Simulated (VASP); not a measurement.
These are PBE GGA, VASP's PBE PAW potentials (set 64) (plane waves; VASP) values and carry that method's errors.

A VASP calculation is set up with these files.

**KPOINTS**
```
Regular mesh
0
G
4 4 2
0 0 0
```

INCAR:
```
GGA = PE
LCHARG = .FALSE.
LASPH = .TRUE.   ! aspherical one-centre terms
ISMEAR = 0   ! Gaussian
PREC = Accurate
NELM = 100   ! most electronic steps
EDIFF = 1E-6
SIGMA = 0.02
SYSTEM = Cl
LWAVE = .FALSE.
ENCUT = 300
LREAL = .FALSE.
ALGO = Normal   ! blocked Davidson
ISIF = 2
```

### POSCAR
```
Cl
3.8408330
  0.5832068200  -0.8123237850   0.0000000000
  0.5832068200   0.8123237850   0.0000000000
  0.0000000000   0.0000000000   2.1505751487
Cl
4
Cart
  1.0421894209  -0.0042208344   1.9321928446
  0.7142411451  -0.0077113897   0.8502083793
  0.4331547037   0.0042614506   1.3093604747
  0.1432414271   0.0076715858   0.2093885988
```

POTCAR, in this order: Cl (PBE.64 set). Program: vasp_std.

Gaps are read on the run's mesh, which can miss a band edge.

Problem. Predict the energy per atom (σ→0), largest force, band gap (on the k-mesh).

Solution. 
```json
{
  "energy per atom (σ→0)": "-1.809 eV/atom",
  "band gap (on the k-mesh)": "2.32 eV",
  "largest_force": "1.379 eV/Å"
}
```

File OSZICAR:
```
...
DAV:   7    -0.724654458528E+01    0.10816E+00   -0.54814E-01   776   0.483E+00    0.871E-01
DAV:   8    -0.723421152062E+01    0.12333E-01   -0.67141E-02   764   0.184E+00    0.415E-01
DAV:   9    -0.723436344521E+01   -0.15192E-03   -0.17003E-03   928   0.286E-01    0.129E-01
DAV:  10    -0.723447487365E+01   -0.11143E-03   -0.32886E-04   912   0.127E-01    0.317E-02
DAV:  11    -0.723446268160E+01    0.12192E-04   -0.65693E-05   796   0.572E-02    0.130E-02
DAV:  12    -0.723446458492E+01   -0.19033E-05   -0.19140E-05   942   0.298E-02    0.475E-03
DAV:  13    -0.723446485160E+01   -0.26668E-06   -0.19675E-06   454   0.109E-02
   1 F= -.72344649E+01 E0= -.72344649E+01  d E =-.430299E-21
```

The structure is a typed Cl crystal. The cell was not relaxed at this level, atoms are displaced from their ideal sites. The k-mesh is coarse (spacing up to 0.43 per Å, 2π included), so the numbers may not be converged in it. The run is one of a series of settings (KPOINTS 4×4×2 Γ-centred mesh against the base run), some of them coarse on purpose.
